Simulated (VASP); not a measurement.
A convergence study with VASP on SrTiO$_{3}$ (cubic perovskite): one setting is varied, all else stays as given below, so the limit is that of these other settings. Each run relaxes cell and ions from the cell shown. The basis is that of the starting cell, so low cut-offs carry a Pulay error.

```
SrTiO3
1.0
    3.90500     0.00000     0.00000
    0.00000     3.90500     0.00000
    0.00000     0.00000     3.90500
Sr Ti O
1 1 3
Cartesian
  0.00000   0.00000   0.00000
  1.95250   1.95250   1.95250
  1.95250   0.00000   1.95250
  0.00000   1.95250   1.95250
  1.95250   1.95250   0.00000
```

Computed with PBE GGA, VASP's PBE PAW potentials (set 64) (plane waves; VASP). The tightest run used: 800 eV cut-off, 4×4×4 Γ-centred mesh, Gaussian smearing of 0.050 eV, potentials Sr_sv Ti_sv O.

Gaps are read on the run's mesh, which can miss a band edge.

```json
[
 {"setting": "ENCUT = 250", "relaxed volume (Å³/atom)": "9.901", "E (eV/atom)": "-8.7881", "gap on the mesh (eV)": "2.270", "plane waves": "554"},
 {"setting": "ENCUT = 300", "relaxed volume (Å³/atom)": "10.772", "E (eV/atom)": "-8.2276", "gap on the mesh (eV)": "1.987", "plane waves": "739"},
 {"setting": "ENCUT = 350", "relaxed volume (Å³/atom)": "11.450", "E (eV/atom)": "-8.0521", "gap on the mesh (eV)": "1.924", "plane waves": "912"},
 {"setting": "ENCUT = 400", "relaxed volume (Å³/atom)": "11.898", "E (eV/atom)": "-8.0202", "gap on the mesh (eV)": "1.847", "plane waves": "1108"},
 {"setting": "ENCUT = 450", "relaxed volume (Å³/atom)": "12.142", "E (eV/atom)": "-8.0163", "gap on the mesh (eV)": "1.803", "plane waves": "1328"}
]
```

Question: These are the cheaper rows. Estimate the results at ENCUT = 800, and how far the last row shown lies from them.

Answer: 
```
quantity                  tightest run  last row shown is off by
------------------------  ------------  ------------------------
relaxed volume (Å³/atom)        12.245                    -0.103
E (eV/atom)                    -8.0210                    0.0047
gap on the mesh (eV)             1.787                     0.016
```

Left out are rungs that failed or repeat a setting and relaxations that didn't move; long series are thinned to 24 rows.

The compound is SrTiO3 in the cubic perovskite structure, the ideal cubic form; the compound distorts at low or room temperature.
